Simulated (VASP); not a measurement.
An input for Quantum ESPRESSO's pw.x (written as the equivalent of a VASP run, and not itself run):

```
&CONTROL
  calculation = 'scf'
  pseudo_dir = './pseudo'
  outdir = './out'
  tprnfor = .true.
  tstress = .true.
/
&SYSTEM
  ibrav = 0
  nat = 3
  ntyp = 2
  ecutwfc = 96
  occupations = 'smearing'
  smearing = 'fermi-dirac'
  degauss = 0.00735
  input_dft = 'pz'
/
&ELECTRONS
  conv_thr = 7.3e-08
  electron_maxstep = 100
/
ATOMIC_SPECIES
  Co 58.933 Co.upf
  Si 28.085 Si.upf
CELL_PARAMETERS angstrom
     0.0000000    2.6736870    2.6736870
     2.6736870    0.0000000    2.6736870
     2.6736870    2.6736870    0.0000000
ATOMIC_POSITIONS crystal
  Co   0.0000000  0.0000000  0.0000000
  Si   0.7500000  0.7500000  0.7500000
  Si   0.2500000  0.2500000  0.2500000
K_POINTS automatic
  9 9 9 0 0 0
```

Question: Write the VASP files for the same calculation (LDA).

Answer: This is not unique; one that fits is 
POSCAR:
```
CoSi2
3.7811640
  0.0000000000   0.7071068592   0.7071068592
  0.7071068592   0.0000000000   0.7071068592
  0.7071068592   0.7071068592   0.0000000000
Co Si
1 2
Cartesian
  0.0000000000   0.0000000000   0.0000000000
  1.0606602887   1.0606602887   1.0606602887
  0.3535534296   0.3535534296   0.3535534296
```

**INCAR**
```
SYSTEM = CoSi2
PREC = Accurate; ENCUT = 300; LREAL = F
LASPH = T; NBANDS = 13
EDIFF = 1E-6; NELM = 100; ALGO = Normal
LMAXMIX = 4
ISMEAR = -1; SIGMA = 0.1
ISIF = 2
LWAVE = F; LCHARG = F
```

File KPOINTS:
```
K-points
0
Gamma
9 9 9
0 0 0
```

POTCAR, in this order: Co Si (LDA.64 set). Program: vasp_std.

What does not carry over: the potentials are each code's own (VASP's PAW set, PseudoDojo norm-conserving files in pw.x), so ENCUT and ecutwfc are chosen apart and not converted; conv_thr bounds pw.x's estimated SCF error, while EDIFF bounds the energy change between steps; the number of bands isn't carried over, since the valence differs with the files.

The structure comes from a computed database's CoSi2 entry; how it stands against other phases isn't given here. The cell was not relaxed at this level. The run is one of a series of settings (NBANDS = 13 against the base run), some of them coarse on purpose.
